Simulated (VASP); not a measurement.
# CuB (Pm-3m) in VASP: a series of runs

One crystal, CuB, is run at these levels: PBE, RPBE, PBEsol+rVV10, PW91+D3(BJ); tasks: relaxation of cell and atoms, relaxation of the atoms, single point.

All numbers are computed with VASP 6.6.1; they aren't measurements. Logs are shortened: lines on timing, memory, paths and dates and some standing lists are left out, and cuts for length are marked.

## Step 1: Starting point

Symmetry: Pm-3m, No. 221, cubic system. The conventional cell has a = 4.061 Å, b = 4.061 Å, c = 4.061 Å, α = 90.00°, β = 90.00°, γ = 90.00°. Cu (site symmetry 4/mmm) is surrounded by 4 B at 2.03 Å. B (site symmetry 4/mmm) has 4 Cu at 2.03 Å as nearest neighbours.

The cell was built by a generator and needn't be a form met in nature.

## Step 2: Relaxation of cell and atoms, PBE

INCAR

```
PREC = Accurate
ENCUT = 600
EDIFF = 1E-7
ISMEAR = 0
SIGMA = 0.05
LREAL = F
LASPH = T
NELM = 60
ALGO = Normal
ISIF = 3
LWAVE = F
LCHARG = F
GGA = PE
IBRION = 2
NSW = 60
EDIFFG = -0.005
```

KPOINTS

```
regular mesh
0
Gamma
  7 7 7
```

POSCAR

```
CuB
1.0
    4.0608500000      0.0000000000      0.0000000000
    0.0000000000      4.0608500000      0.0000000000
    0.0000000000      0.0000000000      4.0608500000
Cu B
3 3
Direct
    0.5000000000      0.0000000000      0.0000000000
    0.0000000000      0.5000000000      0.0000000000
    0.0000000000      0.0000000000      0.5000000000
    0.0000000000      0.5000000000      0.5000000000
    0.5000000000      0.0000000000      0.5000000000
    0.5000000000      0.5000000000      0.0000000000
```

Potentials or basis: VASP PAW PBE potentials, release 64 (Cu, B).

Launch:

```
$ cat potpaw_PBE.64/Cu/POTCAR potpaw_PBE.64/B/POTCAR > POTCAR
$ mpirun -np 1 vasp_std > vasp.out
```

OUTCAR:

```text
PREC = Accurate
   ENCUT = 600
   EDIFF = 1E-7
   ISMEAR = 0
   LREAL = F
   LASPH = T
   NELM = 60
   ISIF = 3
   GGA = PE
   IBRION = 2
   NSW = 60
   EDIFFG = -0.005

 ion  position               nearest neighbor table
   1  0.500  0.000  0.000-   5 2.03   6 2.03   5 2.03   6 2.03
   2  0.000  0.500  0.000-   4 2.03   6 2.03   4 2.03   6 2.03
   3  0.000  0.000  0.500-   4 2.03   5 2.03   4 2.03   5 2.03
   4  0.000  0.500  0.500-   2 2.03   3 2.03   2 2.03   3 2.03
   5  0.500  0.000  0.500-   1 2.03   3 2.03   1 2.03   3 2.03
   6  0.500  0.500  0.000-   1 2.03   2 2.03   1 2.03   2 2.03

  LATTYP: Found a simple cubic cell.
 ALAT       =     4.0608500000

  Lattice vectors:

 A1 = (   4.0608500000,   0.0000000000,   0.0000000000)
 A2 = (   0.0000000000,   4.0608500000,   0.0000000000)
 A3 = (   0.0000000000,   0.0000000000,   4.0608500000)

Analysis of symmetry for initial positions (statically):
=====================================================================
 Subroutine PRICEL returns:
 Original cell was already a primitive cell.

 Routine SETGRP: Setting up the symmetry group for a
 simple cubic supercell.

 Subroutine GETGRP returns: Found 48 space group operations
 (whereof 48 operations were pure point group operations)
 out of a pool of 48 trial point group operations.

The static configuration has the point symmetry O_h .

Analysis of symmetry for dynamics (positions and initial velocities):
=====================================================================
 Subroutine PRICEL returns:
 Original cell was already a primitive cell.

 Routine SETGRP: Setting up the symmetry group for a
 simple cubic supercell.

 Subroutine GETGRP returns: Found 48 space group operations
 (whereof 48 operations were pure point group operations)
 out of a pool of 48 trial point group operations.

The dynamic configuration has the point symmetry O_h .

 Subroutine INISYM returns: Found 48 space group operations
 (whereof 48 operations are pure point group operations),
 and found     1 'primitive' translations

----------------------------------------------------------------------------------------

                                     Primitive cell

  volume of cell :      66.9655

  direct lattice vectors                    reciprocal lattice vectors
     4.060850000  0.000000000  0.000000000     0.246253863  0.000000000  0.000000000
     0.000000000  4.060850000  0.000000000     0.000000000  0.246253863  0.000000000
     0.000000000  0.000000000  4.060850000     0.000000000  0.000000000  0.246253863

  length of vectors
     4.060850000  4.060850000  4.060850000     0.246253863  0.246253863  0.246253863

  position of ions in fractional coordinates (direct lattice)
     0.500000000  0.000000000  0.000000000
     0.000000000  0.500000000  0.000000000
     0.000000000  0.000000000  0.500000000
     0.000000000  0.500000000  0.500000000
     0.500000000  0.000000000  0.500000000
     0.500000000  0.500000000  0.000000000

  ion indices of the primitive-cell ions
   primitive index   ion index
                 1           1
                 2           2
                 3           3
                 4           4
                 5           5
                 6           6

----------------------------------------------------------------------------------------

 KPOINTS: regular mesh

Automatic generation of k-mesh.
 Grid dimensions read from file:
 generate k-points for:    7    7    7

 Generating k-lattice:

  Cartesian coordinates                     Fractional coordinates (reciprocal lattice)
     0.035179123  0.000000000  0.000000000     0.142857143  0.000000000  0.000000000
     0.000000000  0.035179123  0.000000000     0.000000000  0.142857143  0.000000000
     0.000000000  0.000000000  0.035179123     0.000000000  0.000000000  0.142857143

  Length of vectors
     0.035179123  0.035179123  0.035179123

  Shift w.r.t. Gamma in fractional coordinates (k-lattice)
     0.000000000  0.000000000  0.000000000

 Subroutine IBZKPT returns following result:
[... 38 lines left out ...]
     0.000000000  0.000000000  4.060850000     0.000000000  0.000000000  0.246253863

 POSITION                                       TOTAL-FORCE (eV/Angst)
 -----------------------------------------------------------------------------------
      2.03043      0.00000      0.00000         0.000000      0.000000      0.000000
      0.00000      2.03043      0.00000         0.000000      0.000000      0.000000
      0.00000      0.00000      2.03043         0.000000      0.000000      0.000000
      0.00000      2.03043      2.03043         0.000000      0.000000      0.000000
      2.03043      0.00000      2.03043         0.000000      0.000000      0.000000
      2.03043      2.03043      0.00000         0.000000      0.000000      0.000000
 -----------------------------------------------------------------------------------
    total drift:                                0.000000      0.000000     -0.000000

  FREE ENERGIE OF THE ION-ELECTRON SYSTEM (eV)
  ---------------------------------------------------
  free  energy   TOTEN  =       -25.4925943350 eV

  energy  without entropy=      -25.4872413307  energy(sigma->0) =      -25.48991783

--------------------------------------- Ionic step        2  -------------------------------------------

 number of electron      41.9999950 magnetization

 Free energy of the ion-electron system (eV)
  ---------------------------------------------------
  ext. energy  EPLUGINS =         0.00000000
  ---------------------------------------------------
  free energy    TOTEN  =       -25.49261171 eV

  energy without entropy =      -25.48717634  energy(sigma->0) =      -25.48989403

 E-fermi :   5.9826     XC(G=0): -11.5329

 val. band max:        5.9751171897   @ k =   0.4286   0.4286   0.0000
 cond. band min:       5.9839156814   @ k =   0.4286   0.2857   0.2857
 fundamental gap:      0.0087984917
 Fermi energy:         5.9826394543

 k-point     1 :       0.0000    0.0000    0.0000
  band No.  band energies     occupation
      1      -5.5780      2.00000
      2      -1.3541      2.00000
      3      -1.3541      2.00000
      4       1.0943      2.00000
      5       1.4016      2.00000
      6       1.4016      2.00000
[... 17 lines left out ...]
     24       6.4922      0.00000
     25       9.2417      0.00000
[... 509 lines left out ...]
      3      -0.9978      2.00000
      4      -0.4650      2.00000
      5      -0.0910      2.00000
      6      -0.0910      2.00000
[... 17 lines left out ...]
     24      10.9666      0.00000
     25      10.9666      0.00000

------------------------ aborting loop because EDIFF is reached ----------------------------------------

  FORCE on cell =-STRESS in cart. coord.  units (eV):
  Direction    XX          YY          ZZ          XY          YZ          ZX
  --------------------------------------------------------------------------------------
  -------------------------------------------------------------------------------------
  Total       -0.0227360     -0.0227360     -0.0227360      0.0000000      0.0000000     -0.0000000
  in kB       -0.5432450     -0.5432450     -0.5432450      0.0000000      0.0000000     -0.0000000
  external PRESSURE =      -0.5432450 kB  Pullay stress =       0.0000000 kB

 VOLUME and BASIS-vectors are now :
 -----------------------------------------------------------------------------
  energy-cutoff  :      600.00
  volume of cell :       67.05
      direct lattice vectors                 reciprocal lattice vectors
     4.062654293  0.000000000  0.000000000     0.246144498 -0.000000000  0.000000000
     0.000000000  4.062654293  0.000000000    -0.000000000  0.246144498 -0.000000000
    -0.000000000  0.000000000  4.062654293    -0.000000000 -0.000000000  0.246144498

 POSITION                                       TOTAL-FORCE (eV/Angst)
 -----------------------------------------------------------------------------------
      2.03133      0.00000      0.00000        -0.000000     -0.000000      0.000000
      0.00000      2.03133      0.00000         0.000000     -0.000000      0.000000
     -0.00000      0.00000      2.03133        -0.000000      0.000000      0.000000
      0.00000      2.03133      2.03133         0.000000     -0.000000      0.000000
      2.03133      0.00000      2.03133        -0.000000     -0.000000      0.000000
      2.03133      2.03133      0.00000        -0.000000     -0.000000      0.000000
 -----------------------------------------------------------------------------------
    total drift:                                0.000000      0.000000     -0.000000

  FREE ENERGIE OF THE ION-ELECTRON SYSTEM (eV)
  ---------------------------------------------------
  free  energy   TOTEN  =       -25.4926117115 eV

  energy  without entropy=      -25.4871763414  energy(sigma->0) =      -25.48989403

 reached required accuracy - stopping structural energy minimisation
```

Run time: 25 s. Hardware: 1 thread of Intel Xeon 6975P-C (Granite Rapids), shared host; peak memory 0.19 GiB.

Results:

- Free energy: -25.4926 eV
- Relaxed volume: 11.18 Å³/atom
- Relaxed cell: a = 4.063 Å, b = 4.063 Å, c = 4.063 Å, α = 90.00°, β = 90.00°, γ = 90.00°
- Space group after relaxing (to 0.05 Å): Pm-3m (No. 221)
- Energy gained by relaxing: 0.0 meV/atom
- Ionic steps: 2
- Pressure after relaxing: -0.1 GPa
- Band gap on the k mesh: none (metal or under the smearing width)

Final structure:
```
CELL_PARAMETERS angstrom
4.06265 0.00000 0.00000
0.00000 4.06265 0.00000
0.00000 0.00000 4.06265
ATOMIC_POSITIONS crystal
Cu 0.50000 0.00000 0.00000
Cu 0.00000 0.50000 0.00000
Cu 0.00000 0.00000 0.50000
B 0.00000 0.50000 0.50000
B 0.50000 0.00000 0.50000
B 0.50000 0.50000 0.00000
```

Levels at points of the mesh, in eV from the Fermi level:
| k point | band 17 | band 18 | band 19 | band 20 | band 21 | band 22 | band 23 | band 24 | band 25 |
| --- | --- | --- | --- | --- | --- | --- | --- | --- | --- |
| (0.00, 0.00, 0.00) | -3.03 | -3.03 | -3.03 | -0.52 | -0.52 | 0.51 | 0.51 | 0.51 | 3.26 |

## Step 3: Relaxation of the atoms, RPBE

INCAR

```
PREC     = Accurate       # precision mode
ENCUT    = 520            # plane-wave cutoff, eV
EDIFF    = 1E-7           # SCF threshold, eV
ISMEAR   = 0              # smearing method
SIGMA    = 0.05           # smearing width, eV
LREAL    = False          # projectors in reciprocal space
LASPH    = True           # aspherical terms in the spheres
NELM     = 80             # most SCF steps
ALGO     = Fast           # electronic algorithm
ISIF     = 2              # what is computed and relaxed
LWAVE    = False          # write WAVECAR
LCHARG   = False          # write CHGCAR
GGA      = RP             # functional
IBRION   = 2              # ionic algorithm
NSW      = 60             # ionic steps
EDIFFG   = -0.005         # ionic threshold
```

KPOINTS is that of step 2.

POSCAR is that of step 2.

Potentials or basis: VASP PAW PBE potentials, release 64 (Cu, B).

Launch:

```
$ cat potpaw_PBE.64/Cu/POTCAR potpaw_PBE.64/B/POTCAR > POTCAR
$ mpirun -np 1 vasp_std > vasp.out
```

Run time: 21 s. Hardware: 1 thread of Intel Xeon 6975P-C (Granite Rapids), shared host; peak memory 0.17 GiB.

The run converged. Its results:

| Quantity | Value |
| --- | --- |
| Free energy | -23.1934 eV |
| Pressure after relaxing | 3.7 GPa |
| Band gap on the k mesh | none (metal or under the smearing width) |

Final structure:
```
Cu B
1.0
     4.06085    0.00000    0.00000
     0.00000    4.06085    0.00000
     0.00000    0.00000    4.06085
Cu B
3 3
Cartesian
  2.0304 0.0000 0.0000
  0.0000 2.0304 0.0000
  0.0000 0.0000 2.0304
  0.0000 2.0304 2.0304
  2.0304 0.0000 2.0304
  2.0304 2.0304 0.0000
```

Levels at points of the mesh, in eV from the Fermi level:
```csv
k point,band 17,band 18,band 19,band 20,band 21,band 22,band 23,band 24,band 25
"(0.00, 0.00, 0.00)",-3.03,-3.03,-3.03,-0.52,-0.52,0.52,0.52,0.52,3.71
```

Caveat: the relaxation stopped at its first step, so nothing moved; the PAW data sets were made with another functional, which shifts forces and pressure a little.

## Step 4: Single point, PBEsol+rVV10

INCAR

```
SYSTEM = CuB
ALGO = Normal ; BPARAM = 20.0
CPARAM = 0.0093 ; EDIFF = 1E-6
ENCUT = 520 ; GGA = PS
ISIF = 2 ; ISMEAR = 0
IVDW_NL = 2 ; LASPH = .True.
LCHARG = .False. ; LREAL = .False.
LUSE_VDW = .True. ; LWAVE = .False.
NELM = 80 ; PREC = Accurate
SIGMA = 0.05
```

KPOINTS

```
k-points
0
Gamma
  7 7 7
  0 0 0
```

POSCAR is that of step 3.

Launch:

```
$ cat potpaw_PBE.64/Cu/POTCAR potpaw_PBE.64/B/POTCAR > POTCAR
$ mpirun -np 1 vasp_std > vasp.out
```

It took 38 s on 1 thread of Intel Xeon 6975P-C (Granite Rapids), shared host; peak memory 0.29 GiB.

The run converged. Its results:

* Free energy: -27.7513 eV
* Pressure: -5.6 GPa
* Band gap on the k mesh: none (metal or under the smearing width)

Levels at points of the mesh, in eV from the Fermi level:
```
           k point  band 17  band 18  band 19  band 20  band 21  band 22  band 23  band 24  band 25
(0.00, 0.00, 0.00)    -3.02    -3.02    -3.02    -0.50    -0.50     0.53     0.53     0.53     3.17
```

Caveat: the PAW data sets were made with another functional, which shifts forces and pressure a little; pairwise dispersion overbinds metals, which lowers pressure and volume.

## Step 5: Relaxation of cell and atoms, PW91+D3(BJ) (volume scaled by 1.08)

run.py

```python
from ase.calculators.vasp import Vasp
from ase.filters import FrechetCellFilter
from ase.io import read
from ase.optimize import FIRE

atoms = read('CuB.xyz')
calc = Vasp(
    directory='calc',
    pp='PBE',
    setups='recommended',
    prec='Accurate',
    encut=600,
    ediff=1e-06,
    ismear=0,
    sigma=0.05,
    lreal=False,
    lasph=True,
    nelm=100,
    algo='Normal',
    isif=2,
    lwave=False,
    lcharg=False,
    gga='91',
    ivdw=12,
    vdw_s6=1.0,
    vdw_s8=1.9598,
    vdw_a1=0.6319,
    vdw_a2=4.5718,
    kpts=[7, 7, 7],
    gamma=True,
)
atoms.calc = calc
opt = FIRE(FrechetCellFilter(atoms), trajectory='relax.traj')
converged = opt.run(fmax=0.01, steps=40)
print('converged:', converged)

print('energy (eV):', atoms.get_potential_energy())
print('free energy (eV):', atoms.get_potential_energy(force_consistent=True))
print('forces (eV/A):')
print(atoms.get_forces())
print('stress (eV/A^3, Voigt):', atoms.get_stress())
print('Fermi level (eV):', calc.get_fermi_level())
print('cell (A, degrees):', atoms.cell.cellpar())
print('volume (A^3):', atoms.get_volume())
print('scaled positions:')
print(atoms.get_scaled_positions())
```

CuB.xyz

```xyz
6
Lattice="4.1663734938 0.0000000000 0.0000000000 0.0000000000 4.1663734938 0.0000000000 0.0000000000 0.0000000000 4.1663734938" Properties=species:S:1:pos:R:3 pbc="T T T"
Cu     2.0831867469      0.0000000000      0.0000000000
Cu     0.0000000000      2.0831867469      0.0000000000
Cu     0.0000000000      0.0000000000      2.0831867469
B      0.0000000000      2.0831867469      2.0831867469
B      2.0831867469      0.0000000000      2.0831867469
B      2.0831867469      2.0831867469      0.0000000000
```

Launch:

```
$ python run.py
```

Run time: 6.2 min. Hardware: 1 thread of Intel Xeon 6975P-C (Granite Rapids), shared host; peak memory 0.19 GiB.

The run converged. Its results:

| Property | Result |
| --- | --- |
| Free energy | -26.9115 eV |
| Relaxed volume | 10.94 Å³/atom |
| Relaxed cell | a = 4.034 Å, b = 4.034 Å, c = 4.034 Å, α = 90.00°, β = 90.00°, γ = 90.00° |
| Space group after relaxing (to 0.05 Å) | Pm-3m (No. 221) |
| Energy gained by relaxing | 37.7 meV/atom |
| Ionic steps | 20 |
| Pressure after relaxing | 0.1 GPa |
| Band gap on the k mesh | none (metal or under the smearing width) |
| Dispersion energy per atom | -0.234 eV |

Step by step:
```csv
step,energy change (eV),largest force (eV/Å),pressure (GPa),volume (Å³)
1,0.0000,0.0000,-10.25,72.32
2,-0.0173,0.0000,-9.87,72.04
3,-0.0490,0.0000,-9.11,71.50
4,-0.0902,0.0000,-8.05,70.72
5,-0.1346,0.0000,-6.72,69.75
6,-0.1759,0.0000,-5.16,68.62
7,-0.2079,0.0000,-3.24,67.38
8,-0.2247,0.0000,-0.88,66.09
9,-0.2197,0.0000,2.20,64.68
10,-0.2199,0.0000,2.17,64.69
11,-0.2203,0.0000,2.06,64.72
12,-0.2208,0.0000,2.00,64.76
13,-0.2215,0.0000,1.82,64.82
14,-0.2222,0.0000,1.73,64.89
15,-0.2230,0.0000,1.55,64.97
16,-0.2237,0.0000,1.31,65.06
17,-0.2245,0.0000,1.07,65.17
18,-0.2252,0.0000,0.81,65.30
19,-0.2257,0.0000,0.44,65.45
20,-0.2260,0.0000,0.08,65.63
```

Final structure:
```
CELL_PARAMETERS angstrom
4.03361 0.00000 0.00000
0.00000 4.03361 0.00000
0.00000 0.00000 4.03361
ATOMIC_POSITIONS crystal
Cu 0.50000 0.00000 0.00000
Cu 0.00000 0.50000 0.00000
Cu 0.00000 0.00000 0.50000
B 0.00000 0.50000 0.50000
B 0.50000 0.00000 0.50000
B 0.50000 0.50000 0.00000
```

Levels at points of the mesh, in eV from the Fermi level:
```csv
k point,band 18,band 19,band 20,band 21,band 22,band 23,band 24,band 25
"(0.00, 0.00, 0.00)",-3.11,-3.11,-0.48,-0.48,0.49,0.49,0.49,3.32
```

Caveat: the PAW data sets were made with another functional, which shifts forces and pressure a little; pairwise dispersion overbinds metals, which lowers pressure and volume.

## Step 6: For comparison

An earlier run on the cell as given: functional PBE; potentials or basis VASP PAW PBE potentials, release 64 (Cu, B); cutoff 520 eV; k mesh 7 × 7 × 7; occupations fermi-dirac, width 0.05 eV; no spin polarisation.

* Pressure: 0.2 GPa
* Band gap on the k mesh: none (metal or under the smearing width)

## Step 7: Overview

| task | level | cell | cutoff (eV) | smearing | optimiser | gap on the mesh (eV) | pressure (GPa) | relaxed volume (Å³/atom) |
| --- | --- | --- | --- | --- | --- | --- | --- | --- |
| relaxation of cell and atoms | PBE | relaxed | 600 | gaussian 0.05 eV | - | none | -0.1 | 11.18 |
| relaxation of the atoms | RPBE | atoms relaxed | 520 | gaussian 0.05 eV | - | none | 3.7 | - |
| single point | PBEsol+rVV10 | as given | 520 | gaussian 0.05 eV | - | none | -5.6 | - |
| relaxation of cell and atoms | PW91+D3(BJ) | relaxed from: volume scaled by 1.08 | 600 | gaussian 0.05 eV | FIRE | none | 0.1 | 10.94 |
| single point | PBE | as given | 520 | fermi-dirac 0.05 eV | - | none | 0.2 | - |

Alike in all rows: potentials or basis VASP PAW PBE potentials, release 64 (Cu, B); no spin polarisation; k mesh 7 × 7 × 7.

Caveats: the PAW data sets were made with another functional, which shifts forces and pressure a little (some runs); pairwise dispersion overbinds metals, which lowers pressure and volume (some runs); the relaxation stopped at its first step, so nothing moved (some runs).

Total energies depend on the potentials used, so only differences within one code and one set of settings carry meaning.
